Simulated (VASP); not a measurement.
Input:

```
Al3Ti
1.0
    3.95274     0.00000     0.00000
    0.00000     3.95274     0.00000
    0.00000     0.00000     3.95274
Ti Al
1 3
Direct
  0.00000   0.00000   0.00000
  0.50000   0.50000   0.00000
  0.00000   0.50000   0.50000
  0.50000   0.00000   0.50000
```

Method: r2SCAN meta-GGA, VASP's PBE PAW potentials (set 64) (plane waves; VASP 6.6.1). Settings: 400 eV cut-off, 9×9×9 Γ-centred mesh, tetrahedra with Blöchl corrections, potentials Ti_sv Al.

The cores are frozen, which limits the accuracy of field gradients.

Q: Give the principal components of the electric field gradient (V/Å²) and the asymmetry η at each nucleus.

A: 
```csv
atom,Vxx,Vyy,Vzz,η
Ti1,0.0,0.0,0.0,-
Al2,-8.7,-8.7,17.4,0.00
Al3,-8.7,-8.7,17.4,0.00
Al4,-8.7,-8.7,17.4,0.00
```

The structure comes from a computed database's TiAl3 entry (Pm-3m); how it stands against other phases isn't given here. It was relaxed first.
